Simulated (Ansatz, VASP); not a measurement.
# SbRh3C (Rh3SbC antiperovskite) in two plane-wave programs, part 3 of 3

One calculation is typed for both programs; each brings its own data sets. How far apart do they land? The cell is generated by rule, not measured, and may not be a known phase. The cell is taken from a series of runs on this material, whose earlier steps may have relaxed, scaled, displaced or heated it; both programs get it as it stands.

VASP 6.6.1 and Ansatz 0.2.0.

So far: Starting point; VASP: zone-centre phonons, PBE.

The structure was built from a prototype and need not be the compound's stable phase.

### 3. Ansatz: zone-centre phonons, PBE

Level of this step: Ansatz beside VASP: Kohn-Sham DFT, plane waves, PBE (Ansatz).

Ansatz runs on its default PAW (the set named soft_2) files.

The same cell, functional, mesh and smearing now go to Ansatz, which takes its cutoff from its data sets.

File input.yaml:

```yaml
crystal:
  lattice:
    - [4.1582120545, 0.0, 0.0]
    - [0.0, 4.1582120545, 0.0]
    - [0.0, 0.0, 4.1582120545]
  atoms:
    - { symbol: Sb, position: [0.0, 0.0, 0.0] }
    - { symbol: Rh, position: [0.5, 0.5, 0.0] }
    - { symbol: Rh, position: [0.5, 0.0, 0.5] }
    - { symbol: Rh, position: [0.0, 0.5, 0.5] }
    - { symbol: C, position: [0.5, 0.5, 0.5] }
kpoints:
  mp_grid: { grid: [4, 4, 4] }
hamiltonian:
  xc: pbe
scf:
  occupations: { method: methfessel_paxton, width: 0.2 }
output:
  eigenvalues: true
phonons:
  method: dfpt
  qmesh: [2, 2, 2]
  temperatures: { t_max: 1000, t_step: 50 }
  qpath:
    path:
      - [[0.0, 0.0, 0.0], [0.0, 0.5, 0.0], [0.5, 0.5, 0.0], [0.0, 0.0, 0.0], [0.5, 0.5, 0.5], [0.0, 0.5, 0.0]]
      - [[0.5, 0.5, 0.5], [0.5, 0.5, 0.0]]
    npoints: 10
```

Launch:

```sh
$ ansatz run input.yaml --threads 4 --pin off --max-ram 16384MiB --backend cpu --events-out ev --progress --plain --runs-dir out
```

Numbers of over 12 decimals in the logs are rounded to 6 here.

Output:

```text
Engine: ansatz 0.2.0, aarch64-unknown-linux-gnu
Pseudopotentials: kind: paw
Pseudopotential: Sb, paw, valence charge 15, recommended cutoff 420 eV (normal), Sb.paw.azcp
Pseudopotential: Rh, paw, valence charge 17, recommended cutoff 420 eV (normal), Rh.paw.azcp
Pseudopotential: C, paw, valence charge 4, recommended cutoff 420 eV (normal), C.paw.azcp
Functional definition: PBE
  parameter kappa = 0.804
  parameter beta = 0.066725
  exchange = pbe_x(kappa = kappa, mu = beta*pi^2/3)
  correlation = pbe_c(beta = beta)
Crystal: 5 atoms, lattice volume = 71.899 Å³
Basis set: ecut = 420 eV, 1365 PW (Γ), exchange–correlation on 60×60×60 points (8 copies of the dense FFT grid, shifted against one another)
Bands: 42, of which v1, the nominal top of the filled ones, is band 35 counted from 1 (34 counted from 0)
Symmetry: 48 space group operations
k-points: 10 of 64
Non-local potential: Sb, projectors of the file, l = 0: 2, l = 1: 2, l = 2: 2, l = 3: 2
Non-local potential: Rh, projectors of the file, l = 0: 3, l = 1: 2, l = 2: 2, l = 3: 1
Non-local potential: C, projectors of the file, l = 0: 2, l = 1: 2, l = 2: 1
PAW form: soft (Blöchl's): semilocal exchange-correlation on the pseudo side does not see the compensation charge
PAW one-centre angular grid: Sb, 590 points (default); XC on 64 Gauss nodes
PAW one-centre angular grid: Rh, 590 points (default); XC on 64 Gauss nodes
PAW one-centre angular grid: C, 110 points (default); XC on 64 Gauss nodes
Initial density: superposition of atomic densities (neutral atoms: chi_scale 0, normalization atom), corrected by the library's trained network
Initial wavefunctions: pseudopotential atomic-orbital guess
Functional: x = pbe(κ = 0.804, μ = 0.219515), c = pbe(β = 0.066725)
SCF iter   1: F=—  HF=-25943.288982 eV  |F-HF|=—  |Δ(HF+E_count)|=         —  Δρ=8.43e-3  dr2=3.20e-2  ethr=1.77e-3  ⟨swp⟩=5.7  Hψ=1507  notcnv=0
preconditioner: auto → Kerker (q_TF=auto, 2.716 Å⁻¹)  [metal: Δε(μ)=0.069 eV  Ē_g=7.208 eV  σ=0.200 eV  W_gap=0.28  n_scr=26 (ndim 8)  ℏωp=26.3 eV  f_vac=0.000  D(μ)=6.99/eV (n_scr^D=80)]
SCF iter   2: F=—  HF=-25943.286255 eV  |F-HF|=—  |Δ(HF+E_count)|=   2.73e-3  S|Δr|=    0.00e0  Δρ=4.10e-3  dr2=1.12e-2  ethr=4.57e-5  ⟨swp⟩=1.9  Hψ=535  notcnv=0
SCF iter   3: F=—  HF=-25943.284249 eV  |F-HF|=—  |Δ(HF+E_count)|=   2.01e-3  S|Δr|=    0.00e0  Δρ=6.65e-4  dr2=3.72e-4  ethr=1.60e-5  ⟨swp⟩=2.1  Hψ=500  notcnv=0
SCF iter   4: F=—  HF=-25943.284180 eV  |F-HF|=—  |Δ(HF+E_count)|=   6.83e-5  S|Δr|=    0.00e0  Δρ=1.61e-4  dr2=2.22e-5  ethr=5.31e-7  ⟨swp⟩=2.2  Hψ=523  notcnv=0
SCF iter   5: F=—  HF=-25943.284175 eV  |F-HF|=—  |Δ(HF+E_count)|=   5.15e-6  S|Δr|=    0.00e0  Δρ=4.18e-5  dr2=1.54e-6  ethr=3.17e-8  ⟨swp⟩=2.2  Hψ=597  notcnv=0
SCF iter   6: F=—  HF=-25943.284171 eV  |F-HF|=—  |Δ(HF+E_count)|=   3.84e-6  S|Δr|=    0.00e0  Δρ=1.30e-5  dr2=7.51e-8  ethr=2.20e-9  ⟨swp⟩=2.3  Hψ=553  notcnv=0
SCF iter   7: F=—  HF=-25943.284171 eV  |F-HF|=—  |Δ(HF+E_count)|=   5.55e-9  S|Δr|=    0.00e0  Δρ=3.29e-6  dr2=3.88e-9  ethr=1.07e-10  ⟨swp⟩=2.2  Hψ=647  notcnv=0
SCF iter   8: F=—  HF=-25943.284171 eV  |F-HF|=—  |Δ(HF+E_count)|=  4.55e-10  S|Δr|=    0.00e0  Δρ=8.79e-7  dr2=2.78e-10  ethr=5.54e-12  ⟨swp⟩=2.0  Hψ=597  notcnv=0
SCF iter   9: F=—  HF=-25943.284171 eV  |F-HF|=—  |Δ(HF+E_count)|=  3.64e-12  S|Δr|=    0.00e0  Δρ=2.73e-7  dr2=2.72e-11  ethr=1.00e-12  ⟨swp⟩=2.0  Hψ=559  notcnv=0
SCF iter  10: F=-25943.284171 eV  HF=-25943.284171 eV  |F-HF|=3.64e-12  |Δ(HF+E_count)|=  3.64e-12  S|Δr|=    0.00e0  Δρ=5.39e-8  dr2=2.00e-12  ethr=1.00e-12  ⟨swp⟩=8.7  Hψ=1933  notcnv=0
SCF 1 converged in 10 iterations: F = -25943.284171 eV  dr2 = 2.00e-12
  greatest PAW one-centre occupation: 1.000 electrons in one spin orbital (limit 2), on the Rh atom at site 3 (counted from 0), in its partial waves of l = 0
Initial density: read from a saved state, or passed on in memory by an earlier SCF of this step, an earlier step, the calling program or the single point that the run made first
iter 1 solved again at ethr=1.09e-7 eV; its pass at ethr=3.10e-3 eV (dr2=7.60e-5 eV) is discarded
SCF iter   1: F=—  HF=-25943.284171 eV  |F-HF|=—  |Δ(HF+E_count)|=         —  Δρ=1.11e-6  dr2=5.05e-10  ethr=1.09e-7  ⟨swp⟩=3.3  Hψ=2471  notcnv=0
eigensolver tolerance schedule: the retry pair's looser diagonalisation over-reported the residual by 150389.56 of it (diagonalisation noise at an unbounded share of the residual, at the tolerance the schedule requests for it); recorded, not acted on — ethr = c·dr2/N_el stays at c = 1.0e-1
preconditioner: auto → Kerker (q_TF=auto, 2.716 Å⁻¹)  [metal: Δε(μ)=0.087 eV  Ē_g=7.207 eV  σ=0.200 eV  W_gap=0.35  n_scr=26 (ndim 8)  ℏωp=26.3 eV  f_vac=0.000  D(μ)=7.01/eV (n_scr^D=80)]
SCF iter   2: F=—  HF=-25943.284171 eV  |F-HF|=—  |Δ(HF+E_count)|=   1.39e-7  S|Δr|=    0.00e0  Δρ=4.63e-7  dr2=8.28e-11  ethr=1.00e-12  ⟨swp⟩=4.0  Hψ=1301  notcnv=0
SCF iter   3: F=—  HF=-25943.284171 eV  |F-HF|=—  |Δ(HF+E_count)|=  3.64e-12  S|Δr|=    0.00e0  Δρ=3.22e-7  dr2=3.74e-11  ethr=1.00e-12  ⟨swp⟩=1.0  Hψ=420  notcnv=0
SCF iter   4: F=-25943.284171 eV  HF=-25943.284171 eV  |F-HF|=1.09e-11  |Δ(HF+E_count)|=  7.28e-12  S|Δr|=    0.00e0  Δρ=1.57e-7  dr2=9.01e-12  ethr=1.00e-12  ⟨swp⟩=1.9  Hψ=962  notcnv=0
SCF 2 converged in 4 iterations: F = -25943.284171 eV  dr2 = 9.01e-12
phonons: the bands overlap, so this run is a metal and interpolates without the dipole-dipole term. If the crystal is really an insulator or semiconductor, its LO-TO splitting is missing
NSCF: frozen V_eff on 10 k-points
NSCF: frozen V_eff on 27 k-points
DFPT response loops at q = (0, 0, 0) (fractional): preconditioner auto → Kerker (q_TF=auto, 2.716 Å⁻¹) (partly filled bands, converged f_vac=0.000); β = 1.00, the filter's whole step (`scf.mixing.beta` (0.50) is not read by the response loops under this deck's `scf.mixing.preconditioner`; to damp them name `kerker` or `kerker_dos`, under which they read `scf.mixing.beta`, and type it under 1.00, their step now; both keys bind the ground state too); Broyden in place of MSR1
NSCF: frozen V_eff on 54 k-points
DFPT response loops at q = (0, 0, -0.5) (fractional): mixed as the last ones told, above
NSCF: frozen V_eff on 54 k-points
DFPT response loops at q = (0, -0.5, -0.5) (fractional): mixed as the last ones told, above
NSCF: frozen V_eff on 54 k-points
DFPT response loops at q = (-0.5, -0.5, -0.5) (fractional): mixed as the last ones told, above
SCF converged after 10 iterations
Stability not checked: this state was not tested for a lower state beside it, because cold or Methfessel-Paxton smearing, or corrected tetrahedra, fill the levels in a way that the test cannot read (fill_not_monotonic; see scf.lower_state_search)
Free energy (F): -25943.284171 eV
Harris-Foulkes:  -25943.284171 eV  (|F-HF|=3.64e-12)
Internal energy: -25943.283850 eV  (E = F + TS)
E sigma→0 (E₀):  -25943.284091 eV
Entropy (-TS):   -0.000321 eV (-0.064 meV/atom)
Fermi energy:    18.624073 eV
Step filling:    the computed levels leave a gap of 0.0869 eV = 0.4 smearing widths at the electron count; against every level under it full and every level over it empty, smearing changes F+E_penalty+E_count by +6.503 meV and its σ→0 estimate by +6.584 meV
--- Per-component energies (eV) ---
  E_band       = -454.359784
  E_kinetic    = 2021.209731
  E_local      = -6703.793108  (includes V_loc(G=0)·N_el)
  E_nonlocal   = 1460.897514
  E_hartree    = 2540.659343
  E_xc         = -852.222222
  E_vxc        = -991.676687  (∫ρ·V_xc dr)
  E_paw        = -15440.242203  (= ΣΔE_a)
  E_vpaw       = -1322.318399  (= ΣTr[D̂ρ^β])
  E_aug_tail   = 0.002531  (compensation charges beyond the density's cutoff)
  E_ewald      = -8969.795436
  E_smearing   = -0.000321  (= −TS)
  E_closure    = -0.000000  (closes the sum)
  Σ components = -25943.284171   (vs F -25943.284171, Δ=0.00e0)
--- Band table (eV; the first three rows and the last of 10) ---
  k-point 0: bands = [... 31 lower, 16.8852, 18.3616, 18.3616, 18.3616, 18.4292, 18.4393, 18.4393, 18.4393, ... 3 higher]
  k-point 1: bands = [... 31 lower, 16.8770, 18.0007, 18.4403, 18.7504, 18.7504, 18.8702, 19.4729, 19.4729, ... 3 higher]
  k-point 2: bands = [... 31 lower, 16.7458, 17.4033, 18.4414, 18.9398, 19.1048, 19.1048, 20.7568, 20.7568, ... 3 higher]
  k-point 9: bands = [... 31 lower, 17.1649, 17.1649, 17.9469, 18.2704, 18.2704, 18.2704, 20.9214, 20.9214, ... 3 higher]
--- Phonons (Γ-DFPT): 4 representative perturbations + reference (Σ response iterations 12) ---
  ASR residual: 1.374e-5 → 0.000e0 eV/Å²; symmetrization residual: 5.527e-6 eV/Å²
  ASR residual per site (eV/Å²): 1.37e-5 7.31e-6 7.31e-6 7.31e-6 6.17e-6
  Γ frequencies (cm⁻¹): -131.68 -131.68 -131.68 -42.61 -42.61 -42.61 0.00 0.00 0.00 63.97 63.97 63.97 269.77 269.77 269.77
--- Phonons (arbitrary-q DFPT): 4 irreducible q on the 2×2×2 mesh ---
  q = [0.0000, 0.0000, 0.0000] (star 1, of the zone-centre solve; hermiticity 1.99e-6, symmetrization 1.45e-11): -131.68 -131.68 -131.68 -42.61 -42.61 -42.61 -0.00 -0.00 0.00 63.97 63.97 63.97 269.77 269.77 269.77
  q = [0.0000, 0.0000, -0.5000] (star 3, 9 solved perturbations in 216 linear systems a pass and spin channel, the states on 27 of 64 k-point pairs; hermiticity 6.08e-7, symmetrization 2.52e-12): -156.16 -116.53 -116.53 -87.82 4.81 4.81 40.44 40.44 68.52 68.52 100.32 127.73 281.91 281.91 529.13
  q = [0.0000, -0.5000, -0.5000] (star 3, 9 solved perturbations in 216 linear systems a pass and spin channel, the states on 27 of 64 k-point pairs; hermiticity 5.94e-7, symmetrization 6.72e-13): -103.90 -82.77 -82.77 -66.94 -58.45 -58.45 -45.09 86.23 87.15 92.30 92.30 215.63 289.79 580.14 580.14
  q = [-0.5000, -0.5000, -0.5000] (star 1, 4 solved perturbations in 81 linear systems a pass and spin channel, the states on 27 of 64 k-point pairs; hermiticity 2.33e-7, symmetrization 1.35e-12): -77.56 -77.56 -77.56 54.60 54.60 54.60 80.50 80.50 80.50 94.47 94.47 272.21 599.63 599.63 599.63
  sum rule: each row above includes the acoustic sum rule's correction from the zone centre's row sums; it moved no ω² by more than (0.37 cm⁻¹)²
  mesh force constants: q→R imaginary residual 9.99e-18; ASR residual 1.374e-5 → 0.000e0 eV/Å²; symmetrization residual 9.770e-15 eV/Å²
  interpolated dispersion: 62 rows × 15 modes
  density of states and harmonic sums: on the 16×16×16 q-mesh, interpolated from the force constants of a 2×2×2 supercell (no non-analytic term)
  largest difference from the sums on the solved wave vectors: F 1.77e-1 eV, S 1.88e-4 and C_V 2.81e-5 eV/K
  zero-point energy: 0.115215 eV/cell   skipped modes (ω ≤ 0): 940, of them read as no rigid motion or as one in doubt: 937 (5.748e0 modes/cell left out, lowest -156.16 cm⁻¹)   left out of the sums: 3.83e-1 of the cell's modes: C_V's classical limit lies that fraction below 3 k_B per atom; for a crystal, a wire or a layer, F and S can be off by more, and a phonons.interpolated_qmesh denser along its periods is the remedy for the sampling
```

Reading the cycles: dr2 is the Hartree energy of the density residual (eV), the measure of convergence; HF is the Harris–Foulkes estimate of the energy, which meets the free energy F at convergence.

### 4. Comparison

Known differences besides the potentials themselves: VASP's run holds the zone centre alone; the data sets hold 70 valence electrons in Ansatz (on its default PAW (the set named soft_2) files) and 54 in VASP; the cutoff is 420 eV in Ansatz and 600 eV in VASP. Total energies have different zeros and are not compared.

Compared:

| quantity | Ansatz | VASP | difference |
| --- | --- | --- | --- |
| optical mode 1 to 3 (imaginary, printed as negative) (cm⁻¹) | -131.7 | -130.9 | -0.8 |
| optical mode 4 to 6 (imaginary, printed as negative) (cm⁻¹) | -42.6 | -45.6 | +2.9 |
| optical mode 7 to 9 (cm⁻¹) | 64.0 | 63.0 | +1.56 % |
| optical mode 10 to 12 (cm⁻¹) | 269.8 | 277.4 | -2.75 % |

Modes are paired by rising frequency, not by their patterns, so a pair may set unlike modes beside each other; they are those without the splitting of longitudinal modes.

### 5. Outcome

- r.m.s. difference of the optical zone-centre modes, each program's sorted by frequency (zone-centre phonons, PBE): 4.1 cm⁻¹
- difference in optical mode 10 to 12 (zone-centre phonons, PBE): -2.7 %

What this shows: The r.m.s. difference of the optical zone-centre modes, each program's sorted by frequency is 4.1 cm⁻¹ (zone-centre phonons, PBE). The data sets hold unlike numbers of valence electrons (70 in Ansatz and 54 in VASP), so part of the differences comes from the potentials. Among the rows given in per cent, the largest difference of the zone-centre phonons, PBE pair is in optical mode 10 to 12, -2.7 %. How closely two codes agree says nothing of how well the functional describes the real material.

[Lines on the potential files, build, host, timing and source positions are cut from VASP's logs without a mark.]

[Logs are printed without paths, hosts, clocks, repeated set-up lines and the standing remarks that a program may print on its own settings, such as how far it seeks lower states.]

[Hosts, paths, dates, database ids (printed as entryN), source tags and the programs' standing remarks are cut or masked in the printed files.]
